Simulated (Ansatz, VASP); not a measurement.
**One calculation of Ti3GaF6, two programs**

```
Ti Ga F
1.0
     0.00000    3.84857    3.84857
     3.84857    0.00000    3.84857
     3.84857    3.84857    0.00000
Ti Ga F
3 1 6
Direct
  0.75000 0.75000 0.75000
  0.25000 0.25000 0.25000
  0.00000 0.00000 0.00000
  0.50000 0.50000 0.50000
  0.29650 0.70350 0.70350
  0.70350 0.29650 0.70350
  0.70350 0.29650 0.29650
  0.29650 0.70350 0.29650
  0.70350 0.70350 0.29650
  0.29650 0.29650 0.70350
```

The cell was built by a generator and needn't be a form met in nature.

Alike in both runs: task single point; functional PBE; k mesh 4 × 4 × 4; no spin polarisation.

|  | VASP | Ansatz |
| --- | --- | --- |
| version | VASP 6.6.1 | Ansatz 0.2.0 |
| potentials or method | VASP PAW PBE potentials, release 64 (Ti_sv, Ga_d, F) | PAW plane waves |
| plane-wave cutoff (eV) | 520 | 420 |
| occupations | fermi-dirac, width 0.1 eV | fermi-dirac |
| valence electrons in the cell | 91 | 91 |

|  | VASP | Ansatz | Ansatz less VASP |
| --- | --- | --- | --- |
| gap on the k mesh at the Fermi level (eV) | none | none | - |
| rms of the force components (eV/Å) | 6.482 | 6.363 | -0.1197 |

Atom by atom the forces differ by 0.120 eV/Å (rms over components). A gap of «none» marks a metal or a gap that the smearing closes.

Caveats: an odd number of electrons without spin polarisation forces a metal; a magnetic or distorted state may lie lower; semilocal functionals often make such compounds metallic where correlation or magnetic order opens a gap, which also shifts bond lengths.
